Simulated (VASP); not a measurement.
Energy against volume of GaAs (zinc blende). Calculation: PBE GGA, VASP's PBE PAW potentials (set 64) (plane waves; VASP). Run with 520 eV cut-off, 8×8×8 Γ-centred mesh, Gaussian smearing of 0.050 eV, potentials Ga_d As.

| V (Å³/atom) | E (eV/atom) |
|---|---|
| 23.026 | -4.13104 |
| 23.738 | -4.13563 |
| 24.450 | -4.13220 |
| 25.162 | -4.12212 |

### Question
Fit these four points and predict the energy of the run at 22.313 Å³/atom.

### Answer
A cubic in V^(−2/3), the third-order Birch-Murnaghan form, passes through the four points with V0 = 23.77 Å³/atom and B0 = 60 GPa, and gives -4.1168 eV/atom there. The run gave -4.1168 eV/atom, +0.0 meV/atom from the fit; all five points give B0 = 60 GPa.

The compound is GaAs in the zinc blende structure. It was relaxed first, which changed the volume by +5 %.
